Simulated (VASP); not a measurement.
Consider the following.

```xyz
4
Lattice="4.3443 0.0000 0.0000 -2.1721 3.7623 0.0000 0.0000 0.0000 7.1359" Properties=species:S:1:pos:R:3 pbc="T T T"
Cd     2.1721     1.2541     3.3702
Cd    -2.1721     3.7623     0.1782
Te    -2.1721     3.7623     4.5043
S      2.1721     1.2541     0.8528
```

Calculation: PBEsol GGA, VASP's PBE PAW potentials (set 64) (plane waves; VASP 6.6.1). Settings: 400 eV cut-off, 9×9×5 Γ-centred mesh, tetrahedra with Blöchl corrections, potentials Cd Te S.

The cores are frozen, which limits the accuracy of field gradients.

Question: Give the principal components of the electric field gradient (V/Å²) and the asymmetry η at each nucleus.

Answer: 
```tsv
atom	Vxx	Vyy	Vzz	η
Cd1	8.8	8.8	-17.5	0.00
Cd2	-5.2	-5.2	10.3	0.00
Te3	-55.4	-55.4	110.8	0.00
S4	10.1	10.1	-20.2	0.00
```

The structure comes from a computed database's Cd2TeS entry (P3m1); how it stands against other phases isn't given here. It was relaxed first, which changed the volume by -6 %.
